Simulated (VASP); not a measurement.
```xyz
2
Lattice="0.0000 2.7645 2.7645 2.7645 0.0000 2.7645 2.7645 2.7645 0.0000" Properties=species:S:1:pos:R:3 pbc="T T T"
K      0.0000     0.0000     0.0000
F      2.7645     2.7645     2.7645
```

Method: PBE GGA, VASP's PBE PAW potentials (set 64) (plane waves; VASP). Numerical set-up: 600 eV cut-off, 8×8×8 Γ-centred mesh, Gaussian smearing of 0.050 eV, potentials K_sv F.

### Question
Predict the energy per atom (σ→0), pressure, band gap (on the k-mesh) with the smallest direct gap where there is one.

### Answer

| Item | Result |
|---|---|
| band gap (on the k-mesh) | 5.66 eV |
| smallest direct gap (on the k-mesh) | 5.66 eV |
| energy per atom (σ→0) | -4.146 eV/atom |
| pressure | -1.55 GPa |

The compound is KF in the rock salt structure. This cell was strained or had an atom moved on purpose.
